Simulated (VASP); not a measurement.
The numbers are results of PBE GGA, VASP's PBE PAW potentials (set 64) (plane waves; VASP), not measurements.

VASP input:

File KPOINTS:
```
Automatic mesh
0
Gamma
11 11 6
0 0 0
```

INCAR:
```
# general
SYSTEM  = Er
PREC    = Accurate
ENCUT   = 400
LREAL   = .FALSE.
LASPH   = .TRUE.

# electronic loop
EDIFF   = 1E-6
NELM    = 100
ALGO    = Normal
LMAXMIX = 6

# smearing
ISMEAR  = 1
SIGMA   = 0.1

# functional
GGA     = PE

# ions
IBRION  = 2
NSW     = 60
ISIF    = 3
EDIFFG  = -0.01

# output
LWAVE   = .FALSE.
LCHARG  = .FALSE.
```

**POSCAR**
```
Er
1.0
  1.7800000000  -3.0830500000   0.0000000000
  1.7800000000   3.0830500000   0.0000000000
  0.0000000000   0.0000000000   5.5900000000
Er
2
direct
  0.3333330000   0.6666670000   0.2500000000
  0.6666670000   0.3333330000   0.7500000000
```

POTCAR, in this order: Er_3 (PBE.64 set). Program: vasp_std.

What VASP printed:

**OUTCAR**
```
 ion  position               nearest neighbor table
   1  0.333  0.667  0.250-   2 3.47   2 3.47   2 3.47   2 3.47   2 3.47   2 3.47
   2  0.667  0.333  0.750-   1 3.47   1 3.47   1 3.47   1 3.47   1 3.47   1 3.47
  LATTYP: Found a hexagonal cell.
 ALAT       =     3.5599996211
 C/A-ratio  =     1.5702248862
 Subroutine PRICEL returns:
 Original cell was already a primitive cell.
 Subroutine GETGRP returns: Found 24 space group operations
The static configuration has the point symmetry D_3d.
 The point group associated with its full space group is D_6h.
The dynamic configuration has the point symmetry D_3d.
 Subroutine INISYM returns: Found 24 space group operations
 Subroutine IBZKPT returns following result:
 Found     64 irreducible k-points:

 Following reciprocal coordinates:
            Coordinates               Weight
  0.000000  0.000000  0.000000      1.000000
  0.090909 -0.000000  0.000000      6.000000
  0.181818  0.000000  0.000000      6.000000
  0.272727 -0.000000  0.000000      6.000000
  0.363636 -0.000000  0.000000      6.000000
  0.454545 -0.000000  0.000000      6.000000
  0.090909  0.090909  0.000000      6.000000
  0.181818  0.090909  0.000000     12.000000
  0.272727  0.090909  0.000000     12.000000
  0.363636  0.090909  0.000000     12.000000
  0.454545  0.090909  0.000000      6.000000
  0.181818  0.181818  0.000000      6.000000
  0.272727  0.181818  0.000000     12.000000
  0.363636  0.181818  0.000000     12.000000
  0.272727  0.272727  0.000000      6.000000
  0.363636  0.272727  0.000000      6.000000
  0.000000  0.000000  0.166667      2.000000
  0.090909 -0.000000  0.166667     12.000000
  0.181818  0.000000  0.166667     12.000000
  0.272727 -0.000000  0.166667     12.000000
  0.363636 -0.000000  0.166667     12.000000
  0.454545 -0.000000  0.166667     12.000000
...
```

File OSZICAR:
```
       N       E                     dE             d eps       ncg     rms          rms(c)
DAV:   1     0.379632482827E+02    0.37963E+02   -0.79164E+03  2940   0.117E+03
DAV:   2    -0.680536149997E+01   -0.44769E+02   -0.43667E+02  2791   0.468E+02
DAV:   3    -0.890011034515E+01   -0.20947E+01   -0.19541E+01  2964   0.515E+01
DAV:   4    -0.898838685476E+01   -0.88277E-01   -0.87694E-01  2951   0.101E+01
DAV:   5    -0.899438403804E+01   -0.59972E-02   -0.48958E-02  2844   0.204E+00    0.245E+01
DAV:   6    -0.898898206691E+01    0.54020E-02   -0.32473E-02  2783   0.342E+00    0.146E+01
DAV:   7    -0.899816129385E+01   -0.91792E-02   -0.54761E-02  2706   0.442E+00    0.371E-01
DAV:   8    -0.899794766129E+01    0.21363E-03   -0.36489E-03  2698   0.891E-01    0.917E-02
DAV:   9    -0.899795608504E+01   -0.84238E-05   -0.20794E-04  2864   0.200E-01    0.317E-02
DAV:  10    -0.899794983453E+01    0.62505E-05   -0.26881E-05  2811   0.642E-02    0.434E-02
DAV:  11    -0.899795068121E+01   -0.84668E-06   -0.16016E-06  1841   0.190E-02
   1 F= -.89979507E+01 E0= -.89988868E+01  d E =-.899795E+01
       N       E                     dE             d eps       ncg     rms          rms(c)
DAV:   1    -0.900519175676E+01   -0.72419E-02   -0.22222E-01  2488   0.594E+00    0.487E-01
DAV:   2    -0.900154773459E+01    0.36440E-02   -0.80165E-03  2732   0.140E+00    0.213E-01
DAV:   3    -0.899978381591E+01    0.17639E-02   -0.21914E-03  3037   0.722E-01    0.986E-02
DAV:   4    -0.899970270908E+01    0.81107E-04   -0.44602E-04  2928   0.273E-01    0.638E-02
DAV:   5    -0.899970256890E+01    0.14018E-06   -0.33450E-05  2798   0.728E-02    0.152E-02
DAV:   6    -0.899970214725E+01    0.42165E-06   -0.15317E-06  1315   0.193E-02
   2 F= -.89997021E+01 E0= -.90006288E+01  d E =-.175147E-02
       N       E                     dE             d eps       ncg     rms          rms(c)
DAV:   1    -0.900101529611E+01   -0.13127E-02   -0.48868E-02  2478   0.279E+00    0.231E-01
DAV:   2    -0.900021671805E+01    0.79858E-03   -0.17461E-03  2750   0.647E-01    0.994E-02
DAV:   3    -0.899983339676E+01    0.38332E-03   -0.47950E-04  3048   0.335E-01    0.445E-02
DAV:   4    -0.899981577794E+01    0.17619E-04   -0.94877E-05  2955   0.126E-01    0.290E-02
DAV:   5    -0.899981506598E+01    0.71196E-06   -0.70430E-06  2391   0.333E-02
   3 F= -.89998151E+01 E0= -.90007287E+01  d E =-.186438E-02
       N       E                     dE             d eps       ncg     rms          rms(c)
DAV:   1    -0.899987770979E+01   -0.61932E-04   -0.20320E-03  2483   0.570E-01    0.468E-02
DAV:   2    -0.899984641628E+01    0.31294E-04   -0.72918E-05  2702   0.134E-01    0.202E-02
DAV:   3    -0.899983012913E+01    0.16287E-04   -0.19018E-05  2935   0.673E-02    0.902E-03
DAV:   4    -0.899982917270E+01    0.95643E-06   -0.26405E-06  1368   0.260E-02
   4 F= -.89998292E+01 E0= -.90007453E+01  d E =-.187849E-02
       N       E                     dE             d eps       ncg     rms          rms(c)
DAV:   1    -0.900183865341E+01   -0.20085E-02   -0.54394E-02  2405   0.329E+00    0.276E-01
DAV:   2    -0.900072744587E+01    0.11112E-02   -0.34408E-03  2546   0.834E-01    0.127E-01
DAV:   3    -0.900010150334E+01    0.62594E-03   -0.88401E-04  2580   0.513E-01    0.502E-02
DAV:   4    -0.900006593515E+01    0.35568E-04   -0.16932E-04  2671   0.208E-01    0.338E-02
DAV:   5    -0.900007056153E+01   -0.46264E-05   -0.13693E-05  2804   0.534E-02    0.303E-03
DAV:   6    -0.900007003176E+01    0.52977E-06   -0.34474E-07  1107   0.136E-02
   5 F= -.90000700E+01 E0= -.90010390E+01  d E =-.240859E-03
```

### OUTCAR
```
------------------------ aborting loop because EDIFF is reached ----------------------------------------
  FORCE on cell =-STRESS in cart. coord.  units (eV):
  Direction    XX          YY          ZZ          XY          YZ          ZX
  --------------------------------------------------------------------------------------
  Total       -0.0118289     -0.0118289      0.0089601      0.0000000      0.0000000      0.0000000
  in kB       -0.3079953     -0.3079953      0.2332988      0.0000000      0.0000000      0.0000000
  external PRESSURE =      -0.1275639 kB  Pullay stress =       0.0000000 kB
  volume of cell :       61.53
      direct lattice vectors                 reciprocal lattice vectors
     1.791473434 -3.102922562 -0.000000000     0.279099869 -0.161138407 -0.000000000
     1.791473434  3.102922562 -0.000000000     0.279099869  0.161138407  0.000000000
     0.000000000 -0.000000000  5.534751577     0.000000000 -0.000000000  0.180676583
 POSITION                                       TOTAL-FORCE (eV/Angst)
 -----------------------------------------------------------------------------------
      1.79147      1.03431      1.38369        -0.000000     -0.000000      0.000000
      1.79147     -1.03431      4.15106         0.000000      0.000000      0.000000
 -----------------------------------------------------------------------------------
    total drift:                               -0.000002      0.000088     -0.000012
  FREE ENERGIE OF THE ION-ELECTRON SYSTEM (eV)
  ---------------------------------------------------
  free  energy   TOTEN  =        -9.0000700318 eV

  energy  without entropy=       -9.0029768236  energy(sigma->0) =       -9.00103896

 reached required accuracy - stopping structural energy minimisation
```
(Selected blocks of OUTCAR.)

**CONTCAR**
```
Er
   1.00000000000000
     1.7914734337617653   -3.1029225617740286   -0.0000000000000000
     1.7914734337617653    3.1029225617740286   -0.0000000000000000
     0.0000000000000000   -0.0000000000000000    5.5347515765567534
  Er
     2
Direct
     0.3333330000000032    0.6666669999999968    0.2500000000000000
     0.6666669999999968    0.3333330000000032    0.7500000000000000
```

The 4f electrons are frozen in the core of the lanthanide potential, so 4f levels, which can set the real gap, and their magnetism are missing.

The compound is Er in the hcp structure. This run relaxes it. Symmetry was kept, so distortions that lower it aren't found.
